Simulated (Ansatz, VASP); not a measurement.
**One calculation of Ti4W, two programs**

```
Ti W
1.0
     2.55034   -4.18628    0.00000
     2.55034    4.18628    0.00000
     0.00000    0.00000    4.54389
Ti W
4 1
Direct
  0.33010 0.66990 0.50000
  0.66990 0.33010 0.50000
  0.00000 0.00000 0.50000
  0.00000 0.00000 0.00000
  0.50000 0.50000 0.00000
```

Alike in both runs: functional PBE; k mesh 4 × 4 × 4; occupations gaussian, width 0.1 eV; no spin polarisation.

Ansatz relaxed the structure, and its values are those at the end. VASP's run is a single point on that final structure, the one shown.

|  | VASP | Ansatz |
| --- | --- | --- |
| version | VASP 6.6.1 | Ansatz 0.2.0 |
| potentials or method | VASP PAW PBE potentials, release 64 (Ti_sv, W_sv) | scalar-relativistic, plane waves, PAW |
| plane-wave cutoff (eV) | 520 | 420 |
| valence electrons in the cell | 62 | 62 |

```csv
,VASP,Ansatz,Ansatz less VASP
gap on the k mesh at the Fermi level (eV),none,none,-
pressure (GPa),0.0,0.0,+0.01
```

A gap of «none» marks a metal or a gap that the smearing closes.

Caveats: the k mesh is coarse (spacing up to 0.36 Å⁻¹), so the values aren't converged. The runs have no spin-orbit coupling, so splittings on W are missing.
